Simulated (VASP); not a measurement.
Wanted: the native input for a VASP 6.6.1 run.

```
Task                   : single point
Functional             : PBE
Potentials or basis    : VASP PAW PBE potentials, release 64 (F, C, Cl, Br)
Cutoff                 : 520 eV
k mesh                 : 1 × 1 × 1
Occupations            : gaussian, width 0.01 eV
Spin                   : no spin polarisation
Further INCAR settings : ALGO = Normal; EDIFF = 1e-07; NBANDS = 24
```

The structure of FCClBr2 lies in POSCAR:

```
CBr2ClF
1.0
   12.0000000000      0.0000000000      0.0000000000
    0.0000000000     12.0000000000      0.0000000000
    0.0000000000      0.0000000000     12.0000000000
F C Cl Br
1 1 1 2
Direct
    0.5912000000      0.4045958300      0.5264625000
    0.4958083300      0.4580208300      0.5077208300
    0.4109666700      0.4459708300      0.6259625000
    0.4244250000      0.3905625000      0.3797041700
    0.5296833300      0.6129375000      0.4779208300
```

These files were run (other wordings do the same):

INCAR

```
SYSTEM = CBr2ClF
PREC     = Accurate       ! precision mode
ENCUT    = 520            ! plane-wave cutoff, eV
EDIFF    = 1E-7           ! SCF threshold, eV
ISMEAR   = 0              ! smearing method
SIGMA    = 0.01           ! smearing width, eV
LREAL    = .FALSE.        ! projectors in reciprocal space
LASPH    = .TRUE.         ! aspherical terms in the spheres
NELM     = 100            ! most SCF steps
ALGO     = Normal         ! electronic algorithm
ISIF     = 2              ! what is computed and relaxed
LWAVE    = .FALSE.        ! write WAVECAR
LCHARG   = .FALSE.        ! write CHGCAR
GGA      = PE             ! functional
NBANDS   = 24             ! bands
```

KPOINTS

```
regular mesh
0
G
  1 1 1
  0 0 0
```

Potentials or basis: VASP PAW PBE potentials, release 64 (F, C, Cl, Br).

Command:

```console
$ cat potpaw_PBE.64/F/POTCAR potpaw_PBE.64/C/POTCAR potpaw_PBE.64/Cl/POTCAR potpaw_PBE.64/Br/POTCAR > POTCAR
$ mpirun -np 1 vasp_gam > vasp.out
```

Results of the run:

- Largest force: 1.233 eV/Å
- Gap between the frontier levels: 4.13 eV

Wall time 2.1 min on 1 thread of Intel(R) Xeon(R) Platinum 8559C (Emerald Rapids), with other jobs on the host, peak memory 1.3 GiB.
